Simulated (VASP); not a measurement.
A convergence study with VASP on Li (bcc): one setting is varied, all else stays as given below, so the limit is that of these other settings.

```
Li
1.0
   -1.74500     1.74500     1.74500
    1.74500    -1.74500     1.74500
    1.74500     1.74500    -1.74500
Li
1
Direct
  0.00000   0.00000   0.00000
```

Computed with PBE GGA, VASP's PBE PAW potentials (set 64) (plane waves; VASP 6.6.1). The tightest run used: 700 eV cut-off, 24×24×24 Γ-centred mesh, first-order Methfessel-Paxton smearing of 0.10 eV, potentials Li_sv.

The reference is 24×24×24 mesh, which took about 30 core-seconds. The timings are rough (shared machines, no repeats); factors under 2 mean little.

**Question.** Of the settings 1×1×1 mesh; 2×2×2 mesh; 3×3×3 mesh; 4×4×4 mesh; 5×5×5 mesh; 6×6×6 mesh; 7×7×7 mesh; 8×8×8 mesh; 9×9×9 mesh; 10×10×10 mesh; 11×11×11 mesh; 12×12×12 mesh; 13×13×13 mesh; 14×14×14 mesh; 15×15×15 mesh; 16×16×16 mesh; 17×17×17 mesh; 18×18×18 mesh; 19×19×19 mesh; 20×20×20 mesh; 21×21×21 mesh; 22×22×22 mesh; 23×23×23 mesh; 24×24×24 mesh, which is the lowest that keeps the difference from the reference in the stress, largest component (GPa) within 0.5 from there on, and what does it cost?

**Answer.** 5×5×5 mesh; its cost over the reference is about 1/20.
```csv
setting,"difference in the stress, largest component (GPa)",cost over the reference
1×1×1 mesh,7.38,about 1/7
2×2×2 mesh,0.09,about 1/20
3×3×3 mesh,0.60,about 1/20
4×4×4 mesh,0.62,about 1/20
5×5×5 mesh,0.02,about 1/20
6×6×6 mesh,0.14,about 1/10
7×7×7 mesh,0.01,about 1/10
8×8×8 mesh,0.06,about 1/10
9×9×9 mesh,0.00,about 1/9
10×10×10 mesh,0.04,about 1/9
11×11×11 mesh,0.01,about 1/7
12×12×12 mesh,0.03,about 1/5
13×13×13 mesh,0.03,about 1/6
14×14×14 mesh,0.02,about 1/5
15×15×15 mesh,0.00,about 1/4
16×16×16 mesh,0.01,about 1/3
17×17×17 mesh,0.00,about 1/3
18×18×18 mesh,0.00,about 1/3
19×19×19 mesh,0.01,about 1/2
20×20×20 mesh,0.00,about 1/2
21×21×21 mesh,0.00,within a factor of 2
22×22×22 mesh,0.00,within a factor of 2
23×23×23 mesh,0.00,within a factor of 2
24×24×24 mesh,0.00,reference
```

Left out are rungs that failed or repeat a setting and relaxations that didn't move; long series are thinned to 24 rows.

The compound is Li in the bcc structure. The cell was not relaxed at this level.
